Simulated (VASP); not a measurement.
Here is the system:

```xyz
2
Lattice="0.0000 3.0025 3.0025 3.0025 0.0000 3.0025 3.0025 3.0025 0.0000" Properties=species:S:1:pos:R:3 pbc="T T T"
Pb     0.0000     0.0000     0.0000
S      3.0025     3.0025     3.0025
```

All values below come from PBE GGA, VASP's PBE PAW potentials (set 64) (plane waves; VASP). Numerical set-up: 520 eV cut-off, Gaussian smearing of 0.050 eV, potentials Pb_d S.

Unless said otherwise, spin-orbit coupling is left out, though it shifts the bands of the heavy elements here.

**Question.** Give the energies of bands 7 to 13 at the high-symmetry points, in eV from the valence-band maximum.

**Answer.** 
```
band      Γ      X      U      L      W
----  -----  -----  -----  -----  -----
7     -6.07  -7.11  -7.80  -8.60  -7.78
8     -1.96  -4.85  -4.45  -1.59  -4.11
9     -1.96  -3.17  -2.69  -1.59  -4.11
10    -1.96  -3.17  -2.30   0.00  -0.91
11     5.14   4.06   3.37   0.49   2.25
12     5.14   5.49   4.12   2.08   4.69
13     5.14   5.58   5.02   2.08   4.69
```

The gap is direct, 0.49 eV, from the valence maximum at L to the conduction minimum at L.

Measured: gap 0.37 eV (computed value off by +0.12 eV), as given by Wikipedia, List of semiconductor materials.

The compound is PbS in the rock salt structure. It was relaxed first.
